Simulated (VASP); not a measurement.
Output of a VASP run:

File OUTCAR:
```
 ion  position               nearest neighbor table
   1  0.750  0.250  0.500-   2 2.37   2 2.37   2 2.37   2 2.37
   2  0.000  0.000  0.000-   1 2.37   1 2.37   1 2.37   1 2.37
  LATTYP: Found a body centered tetragonal cell.
 ALAT       =     4.5679640762
 C/A-ratio  =     0.5587284564
 Subroutine PRICEL returns:
 Original cell was already a primitive cell.
 Subroutine GETGRP returns: Found 16 space group operations
The static configuration has the point symmetry D_2d.
 The point group associated with its full space group is D_4h.
The dynamic configuration has the point symmetry D_2d.
 Subroutine INISYM returns: Found 16 space group operations
 Subroutine IBZKPT returns following result:
 Found    480 irreducible k-points:

 Following reciprocal coordinates:
            Coordinates               Weight
  0.000000  0.000000  0.000000      1.000000
  0.055556 -0.000000  0.000000      8.000000
  0.111111 -0.000000  0.000000      8.000000
  0.166667  0.000000 -0.000000      8.000000
  0.222222  0.000000  0.000000      8.000000
  0.277778 -0.000000  0.000000      8.000000
  0.333333  0.000000  0.000000      8.000000
  0.388889  0.000000  0.000000      8.000000
  0.444444  0.000000  0.000000      8.000000
  0.500000  0.000000  0.000000      4.000000
  0.055556  0.055556  0.000000      8.000000
  0.111111  0.055556  0.000000     16.000000
  0.166667  0.055556  0.000000     16.000000
  0.222222  0.055556  0.000000     16.000000
  0.277778  0.055556  0.000000     16.000000
  0.333333  0.055556  0.000000     16.000000
  0.388889  0.055556  0.000000     16.000000
  0.444444  0.055556  0.000000     16.000000
  0.500000  0.055556  0.000000     16.000000
 -0.444444  0.055556  0.000000     16.000000
 -0.388889  0.055556  0.000000     16.000000
 -0.333333  0.055556  0.000000     16.000000
 -0.277778  0.055556 -0.000000     16.000000
 -0.222222  0.055556  0.000000     16.000000
 -0.166667  0.055556  0.000000     16.000000
 -0.111111  0.055556 -0.000000     16.000000
 -0.055556  0.055556  0.000000      4.000000
  0.111111  0.111111  0.000000      8.000000
  0.166667  0.111111  0.000000     16.000000
  0.222222  0.111111  0.000000     16.000000
  0.277778  0.111111  0.000000     16.000000
  0.333333  0.111111  0.000000     16.000000
  0.388889  0.111111  0.000000     16.000000
  0.444444  0.111111  0.000000     16.000000
  0.500000  0.111111  0.000000     16.000000
 -0.444444  0.111111  0.000000     16.000000
 -0.388889  0.111111  0.000000     16.000000
 -0.333333  0.111111  0.000000     16.000000
 -0.277778  0.111111  0.000000     16.000000
 -0.222222  0.111111  0.000000     16.000000
   k-points           NKPTS =    480   k-points in BZ     NKDIM =    480   number of bands    NBANDS=     17
   number of dos      NEDOS =    601   number of ions     NIONS =      2
   total plane-waves  NPLWV =  13824
   dimension x,y,z NGX =    24 NGY =   24 NGZ =   24
   dimension x,y,z NGXF=    48 NGYF=   48 NGZF=   48
   ions per type =               2
   PREC   = accura    normal or accurate (medium, high low for compatibility)
   ISTART =      0    job   : 0-new  1-cont  2-samecut
   ICHARG =      2    charge: 1-file 2-atom 10-const
   ISPIN  =      1    spin polarized calculation?
   LNONCOLLINEAR =      F non collinear calculations
   LSORBIT =      F    spin-orbit coupling
   INIWAV =      1    electr: 0-lowe 1-rand  2-diag
   ENCUT  =  400.0 eV  29.40 Ry    5.42 a.u.   5.66  5.66  5.66*2*pi/ulx,y,z
   NELM   =    100;   NELMIN=  2; NELMDL= -5     # of ELM steps
   EDIFF  = 0.1E-06   stopping-criterion for ELM
   LREAL  =      F    real-space projection
   NLSPLINE    = F    spline interpolate recip. space projectors
   LMAXMIX     =    4 max onsite mixed and CHGCAR
   VOSKOWN=      0    Vosko Wilk Nusair interpolation
   EDIFFG = 0.1E-05   stopping-criterion for IOM
   NSW    =      0    number of steps for IOM
...
```

OSZICAR:
```
       N       E                     dE             d eps       ncg     rms          rms(c)
DAV:   1     0.252259651427E+03    0.25226E+03   -0.13656E+04 16376   0.149E+03
DAV:   2    -0.118986119188E+02   -0.26416E+03   -0.26214E+03 16434   0.499E+02
DAV:   3    -0.204436888333E+02   -0.85451E+01   -0.83921E+01 22690   0.975E+01
DAV:   4    -0.205303106752E+02   -0.86622E-01   -0.86536E-01 18661   0.103E+01
DAV:   5    -0.205314772850E+02   -0.11666E-02   -0.11687E-02 22130   0.121E+00    0.279E+01
DAV:   6    -0.183498280746E+02    0.21816E+01   -0.10454E+01 17704   0.355E+01    0.480E+00
DAV:   7    -0.183089703826E+02    0.40858E-01   -0.18784E-01 20048   0.398E+00    0.190E+00
DAV:   8    -0.182967966820E+02    0.12174E-01   -0.23862E-02 19391   0.228E+00    0.264E-01
DAV:   9    -0.182964827019E+02    0.31398E-03   -0.28020E-03 19856   0.630E-01    0.495E-02
DAV:  10    -0.182964712540E+02    0.11448E-04   -0.49079E-05 23130   0.824E-02    0.108E-02
DAV:  11    -0.182964682686E+02    0.29854E-05   -0.71992E-06 20516   0.284E-02    0.201E-03
DAV:  12    -0.182964686451E+02   -0.37654E-06   -0.14207E-07 13586   0.558E-03    0.404E-04
DAV:  13    -0.182964685394E+02    0.10569E-06   -0.15097E-08  9313   0.173E-03    0.364E-04
DAV:  14    -0.182964686103E+02   -0.70929E-07   -0.80758E-09  9059   0.126E-03
   1 F= -.18296469E+02 E0= -.18296469E+02  d E =0.000000E+00
```

File OUTCAR:
```
------------------------ aborting loop because EDIFF is reached ----------------------------------------
  FORCE on cell =-STRESS in cart. coord.  units (eV):
  Direction    XX          YY          ZZ          XY          YZ          ZX
  --------------------------------------------------------------------------------------
  Total       -0.0021142     -0.0021142      0.0143961      0.0000000      0.0000000      0.0000000
  in kB       -0.1272078     -0.1272078      0.8661947      0.0000000      0.0000000      0.0000000
  external PRESSURE =       0.2039263 kB  Pullay stress =       0.0000000 kB
  volume of cell :       26.63
      direct lattice vectors                 reciprocal lattice vectors
    -2.283982038  2.283982038  1.276125759     0.000000000  0.218915907  0.391810914
     2.283982038 -2.283982038  1.276125759     0.218915907  0.000000000  0.391810914
     2.283982038  2.283982038 -1.276125759     0.218915907  0.218915907  0.000000000
 POSITION                                       TOTAL-FORCE (eV/Angst)
 -----------------------------------------------------------------------------------
     -0.00000      2.28398      0.63806         0.000000      0.000000     -0.000000
      0.00000      0.00000      0.00000        -0.000000     -0.000000      0.000000
 -----------------------------------------------------------------------------------
    total drift:                                0.000000      0.000000     -0.000000
  FREE ENERGIE OF THE ION-ELECTRON SYSTEM (eV)
  ---------------------------------------------------
  free  energy   TOTEN  =       -18.2964686103 eV

  energy  without entropy=      -18.2964686103  energy(sigma->0) =      -18.29646861

 total charge

# of ion       s       p       d       tot
------------------------------------------
    1        2.349   6.205   3.257  11.812
    2        2.349   6.205   3.257  11.812
--------------------------------------------------
tot          4.698  12.411   6.515  23.623
```
(Selected blocks of OUTCAR.)

File POSCAR:
```
V
1
   -2.2839820381     2.2839820381     1.2761257586
    2.2839820381    -2.2839820381     1.2761257586
    2.2839820381     2.2839820381    -1.2761257586
V
2
Direct
  0.7500000000   0.2500000000   0.5000000000
  0.0000000000   0.0000000000   0.0000000000
```

**Question.** Write an INCAR and KPOINTS that could have produced this output.

**Answer.** Several could match; the one computed here: the input of the run itself, PBEsol GGA, plane waves, VASP's PBE PAW potentials (set 64).

File KPOINTS:
```
kpoints
0
gamma
18 18 18
```

INCAR:
```
# general
SYSTEM  = V
PREC    = Accurate
ENCUT   = 400
LREAL   = F
LASPH   = T

# electronic loop
EDIFF   = 1E-7
NELM    = 100
ALGO    = Normal
LMAXMIX = 4

# smearing
ISMEAR  = -5

# functional
GGA     = PS

# ions
ISIF    = 2

# output
LWAVE   = F
LCHARG  = T
LORBIT  = 11
NEDOS   = 601
```

POTCAR, in this order: V_sv (PBE.64 set). Program: vasp_std.

For a metal the tetrahedron method with Blöchl corrections gives inexact stress and forces.

The structure was generated: V was put into the beta-Sn type (I4_1/amd), which need not be its known phase. It was relaxed first, which changed the volume by -8 %. The run is not spin-polarised, so no magnetic state was tried.
